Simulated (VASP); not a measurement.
Al:

```
Al
1.0
     0.00000    2.02481    2.02481
     2.02481    0.00000    2.02481
     2.02481    2.02481    0.00000
Al
1
Direct
  0.00000 0.00000 0.00000
```

| Quantity | Value |
| --- | --- |
| Program | VASP 6.6.1 |
| Task | relaxation of cell and atoms |
| Functional | r2SCAN |
| Potentials or basis | VASP PAW PBE potentials, release 64 (Al) |
| Cutoff | 520 eV |
| k mesh | 18 × 18 × 18 |
| Occupations | gaussian, width 0.1 eV |
| Spin | no spin polarisation |

At the start: pressure -3.9 GPa; volume 16.60 Å³/atom.

Q: Where does the relaxation end?

A: Over 17 steps the energy falls by 9.7 meV/atom and the volume is 15.84 Å³/atom (-4.6 %); space group Fm-3m (No. 225, to 0.05 Å).

Step by step:
| step | energy change (eV) | largest force (eV/Å) | pressure (GPa) | volume (Å³) |
| --- | --- | --- | --- | --- |
| 1 | 0.0000 | 0.0000 | -3.87 | 16.60 |
| 2 | -0.0090 | 0.0000 | 1.15 | 15.66 |
| 3 | -0.0097 | 0.0000 | 0.04 | 15.84 |
| 4 | -0.0097 | 0.0000 | -0.05 | 15.86 |
| 5 | -0.0097 | 0.0000 | -0.05 | 15.86 |
| 6 | -0.0097 | 0.0000 | -0.05 | 15.86 |
| 7 | -0.0097 | 0.0000 | -0.05 | 15.86 |
| 8 | -0.0097 | 0.0000 | -0.05 | 15.86 |
| 9 | -0.0097 | 0.0000 | -0.05 | 15.86 |
| 10 | -0.0097 | 0.0000 | -0.05 | 15.86 |
| 11 | -0.0097 | 0.0000 | -0.05 | 15.86 |
| 12 | -0.0097 | 0.0000 | -0.05 | 15.86 |
| 13 | -0.0097 | 0.0000 | -0.04 | 15.86 |
| 14 | -0.0097 | 0.0000 | -0.04 | 15.85 |
| 15 | -0.0097 | 0.0000 | -0.04 | 15.85 |
| 16 | -0.0097 | 0.0000 | -0.02 | 15.85 |
| 17 | -0.0097 | 0.0000 | 0.02 | 15.84 |

Final structure:
```xyz
1
Lattice="0.0000 1.9935 1.9935 1.9935 0.0000 1.9935 1.9935 1.9935 0.0000" Properties=species:S:1:pos:R:3 pbc="T T T"
Al    1.9935    1.9935    0.0000
```

Caveat: the PAW data sets were made with another functional, which shifts forces and pressure a little.
